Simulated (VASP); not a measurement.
Method: PW91 GGA, VASP's PBE PAW potentials (set 64) (plane waves; VASP).

A VASP calculation is set up with these files.

KPOINTS:
```
K-points
0
Gamma
  4 4 4
```

File POSCAR:
```
CsPbCl3
1
    5.7318534411     0.0000000000    -0.0000000000
    0.0000000000     5.7318534411     0.0000000000
    0.0000000000     0.0000000000     5.7318534411
Cs Pb Cl
1 1 3
Direct
  0.0000000000   0.0000000000   0.0000000000
  0.5000000000   0.5000000000   0.5000000000
  0.5000000000   0.0000000000   0.5000000000
  0.0000000000   0.5000000000   0.5000000000
  0.5000000000   0.5000000000   0.0000000000
```

### INCAR
```
! general
SYSTEM  = CsPbCl3
PREC    = Accurate
ENCUT   = 520   ! plane-wave cut-off (eV)
LREAL   = .False.   ! projection in real space or not
LASPH   = .True.   ! aspherical one-centre terms

! electronic loop
EDIFF   = 1E-6   ! SCF stop (eV)
NELM    = 100   ! most electronic steps
ALGO    = Normal   ! blocked Davidson
LMAXMIX = 4   ! l cut-off of mixed one-centre charges

! smearing
ISMEAR  = 0   ! Gaussian
SIGMA   = 0.05   ! width (eV)

! functional
GGA     = 91   ! PW91

! ions
IBRION  = 2   ! conjugate gradients
NSW     = 60
ISIF    = 3
EDIFFG  = -0.02   ! ionic stop

! output
LWAVE   = .False.
LCHARG  = .False.
```

POTCAR, in this order: Cs_sv Pb_d Cl (PBE.64 set). Program: vasp_std.

Unless said otherwise, spin-orbit coupling is left out, though it shifts the bands of the heavy elements here.

Problem. Predict the energy per atom (σ→0), band gap (on the k-mesh).

Solution. 
- energy per atom (σ→0): -3.537 eV/atom
- band gap (on the k-mesh): 2.18 eV

OSZICAR:
```
...
DAV:   8    -0.176853802363E+02   -0.16316E-01   -0.98212E-02   724   0.260E+00    0.306E-01
DAV:   9    -0.176832577775E+02    0.21225E-02   -0.28031E-02   746   0.133E+00    0.142E-01
DAV:  10    -0.176838996235E+02   -0.64185E-03   -0.28356E-03   664   0.395E-01    0.440E-02
DAV:  11    -0.176840173655E+02   -0.11774E-03   -0.25296E-04   694   0.118E-01    0.128E-02
DAV:  12    -0.176840241199E+02   -0.67544E-05   -0.37878E-05   656   0.622E-02    0.117E-02
DAV:  13    -0.176840223926E+02    0.17273E-05   -0.65694E-06   642   0.139E-02    0.259E-03
DAV:  14    -0.176840223344E+02    0.58203E-07   -0.12596E-06   416   0.143E-02
   1 F= -.17684022E+02 E0= -.17684022E+02  d E =-.176840E+02
```

The compound is CsPbCl3 in the cubic perovskite structure, the ideal cubic form; the compound distorts at low or room temperature. It was relaxed first, which changed the volume by +7 %. The start is the result of an earlier pass.
